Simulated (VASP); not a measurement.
The input files of a VASP run:

**INCAR**
```
! general
SYSTEM  =NaI
PREC    =Accurate
ENCUT   =300
LREAL   =.False.
LASPH   =.True.
ISYM    =3

! electronic loop
EDIFF   =1E-6
NELM    =100
ALGO    =Normal
LMAXMIX =4

! smearing
ISMEAR  =0
SIGMA   =0.01

! functional
GGA     =PE
LHFCALC =.True.
AEXX    =0.25
HFSCREEN=0.2
PRECFOCK=Fast

! ions
ISIF    =2

! output
LWAVE   =.False.
LCHARG  =.False.
```

POSCAR:
```
NaI
1
    0.0000000000     3.1616850000     3.1616850000
    3.1616850000     0.0000000000     3.1616850000
    3.1616850000     3.1616850000     0.0000000000
Na I
1 1
Direct
  0.0000000000   0.0000000000   0.0000000000
  0.5000000000   0.5000000000   0.5000000000
```

KPOINTS:
```
Automatic mesh
0
Gamma
3 3 3
0 0 0
```

POTCAR, in this order: Na_pv I (PBE.64 set). Program: vasp_std.

**Question.** Write an equivalent input for Quantum ESPRESSO's pw.x.

**Answer.** One equivalent input (not run):
```
&CONTROL
  calculation = 'scf'
  pseudo_dir = './pseudo'
  outdir = './out'
  tprnfor = .true.
  tstress = .false.
/
&SYSTEM
  ibrav = 0
  nat = 2
  ntyp = 2
  ecutwfc = 88
  occupations = 'smearing'
  smearing = 'gaussian'
  degauss = 0.000735
  input_dft = 'hse'
  nqx1 = 3
  nqx2 = 3
  nqx3 = 3
  screening_parameter = 0.1058
/
&ELECTRONS
  conv_thr = 7.3e-08
  electron_maxstep = 100
/
ATOMIC_SPECIES
  Na 22.990 Na.upf
  I 126.904 I.upf
CELL_PARAMETERS angstrom
     0.0000000    3.1616850    3.1616850
     3.1616850    0.0000000    3.1616850
     3.1616850    3.1616850    0.0000000
ATOMIC_POSITIONS crystal
  Na   0.0000000  0.0000000  0.0000000
  I    0.5000000  0.5000000  0.5000000
K_POINTS automatic
  3 3 3 0 0 0
```
The two are equivalent in intent, not identical: the potentials are each code's own (VASP's PAW set, PseudoDojo norm-conserving files in pw.x), so ENCUT and ecutwfc are chosen apart and not converted; conv_thr bounds pw.x's estimated SCF error, while EDIFF bounds the energy change between steps.

The structure comes from a computed database's NaI entry; how it stands against other phases isn't given here. The cell was not relaxed at this level. The k-mesh is coarse (spacing up to 0.57 per Å, 2π included), so the numbers may not be converged in it. The run is one of a series of settings (AEXX = 0.25, HFSCREEN = 0.2, ISYM = 3, LHFCALC = .TRUE., PRECFOCK = Fast, KPOINTS 3×3×3 Γ-centred mesh against the base run), some of them coarse on purpose.
